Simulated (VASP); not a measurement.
Calculation: r2SCAN meta-GGA, VASP's PBE PAW potentials (set 64) (plane waves; VASP).

A VASP calculation is set up with these files.

KPOINTS:
```
Automatic mesh
0
Gamma
6 6 6
0 0 0
```

File POSCAR:
```
RbCaH3
1
    4.5060303224     0.0000000000     0.0000000000
    0.0000000000     4.5060303224     0.0000000000
    0.0000000000     0.0000000000     4.5060303224
Rb Ca H
1 1 3
Direct
  0.0000000000   0.0000000000   0.0000000000
  0.5000000000   0.5000000000   0.5000000000
  0.5000000000   0.0000000000   0.5000000000
  0.0000000000   0.5000000000   0.5000000000
  0.5000000000   0.5000000000   0.0000000000
```

INCAR:
```
ALGO = Normal
CSHIFT = 0.1
EDIFF = 1E-7
ENCUT = 400
ISMEAR = 0
LASPH = .True.
LCHARG = .False.
LMAXMIX = 4
LMIXTAU = .True.
LOPTICS = .True.
LPEAD = .True.
LREAL = .False.
LWAVE = .False.
METAGGA = R2SCAN
NBANDS = 45
NEDOS = 1001
NELM = 100
PREC = Accurate
SIGMA = 0.01
SYSTEM = RbCaH3
```

POTCAR, in this order: Rb_sv Ca_sv H (PBE.64 set). Program: vasp_std.

Output

**OSZICAR**
```
       N       E                     dE             d eps       ncg     rms          rms(c)
DAV:   1     0.119673991965E+03    0.11967E+03   -0.76428E+03  1800   0.369E+02
DAV:   2    -0.316179602286E+02   -0.15129E+03   -0.14401E+03  2067   0.136E+02
DAV:   3    -0.402137162930E+02   -0.85958E+01   -0.84065E+01  3232   0.250E+01
DAV:   4    -0.402919731158E+02   -0.78257E-01   -0.78139E-01  2166   0.219E+00
DAV:   5    -0.402927972172E+02   -0.82410E-03   -0.82408E-03  2208   0.183E-01    0.614E+00
DAV:   6    -0.350513121201E+02    0.52415E+01   -0.19613E+00  3175   0.481E+00    0.396E+00
DAV:   7    -0.339982109377E+02    0.10531E+01   -0.98539E-01  3265   0.387E+00    0.135E+00
DAV:   8    -0.339727469153E+02    0.25464E-01   -0.61843E-01  2548   0.281E+00    0.619E-01
DAV:   9    -0.336771245580E+02    0.29562E+00   -0.49703E-01  1874   0.267E+00    0.615E-01
DAV:  10    -0.335010222153E+02    0.17610E+00   -0.28918E-01  1810   0.207E+00    0.378E-01
DAV:  11    -0.336037415481E+02   -0.10272E+00   -0.28072E-02  1871   0.700E-01    0.226E-01
DAV:  12    -0.336289602366E+02   -0.25219E-01   -0.18081E-03  2082   0.165E-01    0.151E-01
DAV:  13    -0.337778383939E+02   -0.14888E+00   -0.45377E-02  1815   0.896E-01    0.718E-02
DAV:  14    -0.337797379957E+02   -0.18996E-02   -0.23536E-03  2292   0.162E-01    0.100E-01
DAV:  15    -0.337810423492E+02   -0.13044E-02   -0.45684E-04  2004   0.829E-02    0.851E-02
DAV:  16    -0.337811165618E+02   -0.74213E-04   -0.25039E-04  1898   0.696E-02    0.681E-02
DAV:  17    -0.337809931681E+02    0.12339E-03   -0.61151E-05  1980   0.305E-02    0.560E-02
DAV:  18    -0.337811059618E+02   -0.11279E-03   -0.30159E-05  1933   0.240E-02    0.446E-02
DAV:  19    -0.337811089973E+02   -0.30355E-05   -0.20404E-05  2155   0.185E-02    0.286E-02
DAV:  20    -0.337811121129E+02   -0.31157E-05   -0.31898E-06  1944   0.661E-03    0.256E-02
DAV:  21    -0.337811086730E+02    0.34399E-05   -0.53043E-06  2113   0.982E-03    0.130E-02
DAV:  22    -0.337811136390E+02   -0.49660E-05   -0.21693E-06  2192   0.470E-03    0.700E-03
DAV:  23    -0.337811158928E+02   -0.22537E-05   -0.72583E-07  1968   0.326E-03    0.296E-03
DAV:  24    -0.337811166480E+02   -0.75518E-06   -0.36882E-07  1890   0.254E-03    0.570E-04
DAV:  25    -0.337811167264E+02   -0.78436E-07   -0.38447E-08  2017   0.716E-04
   1 F= -.33781117E+02 E0= -.33781117E+02  d E =-.240934E-40
 imaginary and real dielectric function
```

OUTCAR:
```
------------------------ aborting loop because EDIFF is reached ----------------------------------------
  FORCE on cell =-STRESS in cart. coord.  units (eV):
  Direction    XX          YY          ZZ          XY          YZ          ZX
  --------------------------------------------------------------------------------------
  Total        0.0101616      0.0101616      0.0101616      0.0000000      0.0000000     -0.0000000
  in kB        0.1779477      0.1779477      0.1779477      0.0000000      0.0000000     -0.0000000
  external PRESSURE =       0.1779477 kB  Pullay stress =       0.0000000 kB
  volume of cell :       91.49
      direct lattice vectors                 reciprocal lattice vectors
     4.506030322  0.000000000  0.000000000     0.221924827  0.000000000  0.000000000
     0.000000000  4.506030322  0.000000000     0.000000000  0.221924827  0.000000000
     0.000000000  0.000000000  4.506030322     0.000000000  0.000000000  0.221924827
 POSITION                                       TOTAL-FORCE (eV/Angst)
 -----------------------------------------------------------------------------------
      0.00000      0.00000      0.00000         0.000000      0.000000      0.000000
      2.25302      2.25302      2.25302         0.000000      0.000000      0.000000
      2.25302      0.00000      2.25302         0.000000      0.000000      0.000000
      0.00000      2.25302      2.25302         0.000000      0.000000      0.000000
      2.25302      2.25302      0.00000         0.000000      0.000000      0.000000
 -----------------------------------------------------------------------------------
    total drift:                                0.000000      0.000000      0.000000
  FREE ENERGIE OF THE ION-ELECTRON SYSTEM (eV)
  ---------------------------------------------------
  free  energy   TOTEN  =       -33.7811167264 eV

  energy  without entropy=      -33.7811167264  energy(sigma->0) =      -33.78111673

 plasma frequency squared (from intraband transitions) (eV^2)
  --------------------------------------------------------------------------------------
       0.000       0.000       0.000
       0.000       0.000       0.000
       0.000       0.000       0.000

 plasma frequency squared (from interband transitions, int dw w eps(2)(w)) (eV^2)
  --------------------------------------------------------------------------------------
     283.018       0.000       0.000       0.000       0.000       0.000
       0.000      -0.000     283.018       0.000       0.000       0.000
       0.000      -0.000       0.000      -0.000     283.018       0.000
```
(Selected blocks of OUTCAR.)

### OUTCAR
```
 val. band max:       -1.4727550038   @ k =   0.5000   0.5000   0.0000

 cond. band min:       2.2867311900   @ k =   0.5000   0.5000   0.0000


 Fermi energy:        -1.3806867776

 k-point     1 :       0.0000    0.0000    0.0000
  band No.  band energies     occupation
      1     -41.3412      2.00000
      2     -27.5692      2.00000
      3     -21.4795      2.00000
      4     -21.4795      2.00000
      5     -21.4795      2.00000
      6     -11.0799      2.00000
      7     -11.0799      2.00000
      8     -11.0799      2.00000
      9      -4.1997      2.00000
     10      -1.8632      2.00000
     11      -1.8632      2.00000
     12       5.4467      0.00000
     13       5.4467      0.00000
     14       5.4467      0.00000
     15       6.7271      0.00000
     16       6.7271      0.00000
     17       6.7764      0.00000
     18       6.7764      0.00000
     19       6.7764      0.00000
     20       8.5042      0.00000
     21       9.3856      0.00000
     22       9.3856      0.00000
     23       9.4126      0.00000
     24       9.4126      0.00000
     25       9.4126      0.00000
     26      11.2760      0.00000
     27      11.2760      0.00000
     28      11.2760      0.00000
     29      15.8870      0.00000
     30      16.1716      0.00000
     31      16.1716      0.00000
     32      16.1716      0.00000
     33      18.4847      0.00000
     34      18.7820      0.00000
     35      18.7820      0.00000
     36      20.2952      0.00000
     37      20.2952      0.00000
     38      20.2952      0.00000
     39      22.7623      0.00000
     40      22.7623      0.00000
     41      22.7623      0.00000
     42      26.1353      0.00000
     43      26.7542      0.00000
     44      26.7542      0.00000
     45      26.7542      0.00000

 k-point     2 :       0.1667    0.0000    0.0000
  band No.  band energies     occupation
      1     -41.3410      2.00000
      2     -27.5676      2.00000
      3     -21.4884      2.00000
...
```

The structure comes from a computed database's RbCaH3 entry (Pm-3m); how it stands against other phases isn't given here. It was relaxed first.
